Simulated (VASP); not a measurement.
An input for Ansatz (written as the equivalent of a VASP run, and not itself run):

Ansatz 0.2 input:
```yaml
crystal:
  lattice:
    - [0.0000000, 2.9347590, 2.9347590]
    - [2.9347590, 0.0000000, 2.9347590]
    - [2.9347590, 2.9347590, 0.0000000]
  atoms:
    - { symbol: Sb, position: [0.0000000, 0.0000000, 0.0000000] }
    - { symbol: Pd, position: [0.5000000, 0.5000000, 0.5000000] }
kpoints:
  mp_grid: { grid: [10, 10, 10] }
hamiltonian:
  xc: pbe
  pseudopotentials: { kind: paw }
scf:
  occupations: { method: methfessel_paxton, width: 0.1 }
  max_iter: 100
output: { forces: true, stress: true, eigenvalues: true }
```

Question: Write the VASP files for the same calculation (PBE).

Answer: This is not unique; one that fits is 
**KPOINTS**
```
Automatic mesh
0
Gamma
10 10 10
0 0 0
```

### INCAR
```
# general
SYSTEM   =  SbPd
PREC     =  Accurate
ENCUT    =  400   # plane-wave cut-off (eV)
LREAL    =  .FALSE.
LASPH    =  .FALSE.

# electronic loop
EDIFF    =  1E-6   # SCF stop (eV)
NELM     =  100   # most electronic steps
ALGO     =  Normal   # blocked Davidson
LMAXMIX  =  4

# smearing
ISMEAR   =  1
SIGMA    =  0.1   # width (eV)

# functional
GGA      =  PE   # PBE

# ions
ISIF     =  2

# output
LWAVE    =  .FALSE.
LCHARG   =  .FALSE.
```

### POSCAR
```
SbPd
1
    0.0000000000     2.9347590000     2.9347590000
    2.9347590000     0.0000000000     2.9347590000
    2.9347590000     2.9347590000     0.0000000000
Sb Pd
1 1
Direct
  0.0000000000   0.0000000000   0.0000000000
  0.5000000000   0.5000000000   0.5000000000
```

POTCAR, in this order: Sb Pd (PBE.64 set). Program: vasp_std.

The two are equivalent in intent, not identical: each code has its own PAW files, so the cut-off isn't converted (ENCUT is set for VASP's; basis.ecutwfc is left out, and Ansatz then takes the one that its files recommend); Ansatz stops its SCF on the density residual and VASP on the energy change (EDIFF).

The structure was generated: SbPd was put into the rocksalt type (Fm-3m), which need not be its known phase. The cell was not relaxed at this level. The run is one of a series of settings (LASPH = .FALSE. against the base run), some of them coarse on purpose.
